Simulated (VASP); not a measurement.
PbTe: energy against volume

PbTe (rock salt, Fm-3m, 34.891 Å³/atom and stress up to 0.01 GPa in the relaxed cell, cube axes along x, y and z) under an equal strain ε along all three axes. r2SCAN in VASP (plane waves, PAW), 480 eV, 8×8×8 Γ-centred mesh, Gaussian smearing 0.05 eV; ions are relaxed, or left where forces stay under 0.02 eV/Å, within the symmetry of each cell.

Here V stands for volume and E for E less E0.

```
volume (Å³/atom)  E less E0 (meV/atom)  pressure (GPa)
----------------  --------------------  --------------
31.8444                              ?               ?
32.8395                          18.05            2.92
33.3447                          10.03            2.11
33.8550                           4.43            1.35
34.3706                           1.12            0.65
34.8913                           0.00            0.00
35.4173                           0.95           -0.62
35.9486                           3.86           -1.19
36.4851                           8.63           -1.72
37.0270                          15.17           -2.20
```

Fit E of the 9 rows that show it with the third-order Birch-Murnaghan form, a cubic in V^(-2/3). With u = V^(-2/3) - 0.0937, the rows have u = 0.0038145, 0.0028270, 0.0018546, 0.0008965, -0.0000470, -0.0009765, -0.0018924, -0.0027946, -0.0036837. Least squares gives E = 0.007 + 185.3·u + 1179394·u² + 3177584·u³. Residuals (row less fit): -0.001, 0.002, 0.002, -0.003, -0.001, 0.002, 0.002, -0.001, 0.000; standard error 0.002 (degrees of freedom: 5). Its minimum lies at u = -0.0000786, so V0 = (0.0936214)^(-3/2) = 34.91. There d²E/du² = 2357000 and d³E/du³ = 1.907e7, so B0 = (4/9) × 34.91^(-7/3) × 2357000 × 0.160218 = 42.1 GPa (the last factor turns the table's units into GPa), and B0' = 4 + (2/3) × 0.0936214 × (1.907e7)/2357000 = 4.5. B0' rests on the cubic coefficient alone and has a standard error of 0.1 from these residuals.

**Question.** Predict the withheld E at V = 31.8444 from the fit, and compare with the calculation.

**Answer.** u = 0.0058355, so E = 0.007 + 185.3 × 0.0058355 + 1179394 × 0.0058355² + 3177584 × 0.0058355³ = 41.882 meV/atom. The calculation gives 41.87 meV/atom, 0.012 meV/atom below the prediction (0.0 % of the range of E in the table). The row lies outside the fitted rows, so this is an extrapolation. The scatter of the fitted rows lies at the last printed digit.

Spin-orbit coupling is left out, which can shift these values for the heavy elements here. Other structures, which can take over under pressure, weren't tried. The same form fitted to the pressure column gives B0' = 4.5; series where the two differ by over 0.4 aren't shown. Rows are the converged runs of the series near zero and its far end, less any whose ions stayed unrelaxed beside relaxed ones; series whose fitted rows scatter by over a few per cent of the range, as at a crossing or softening among them, aren't shown in this form.
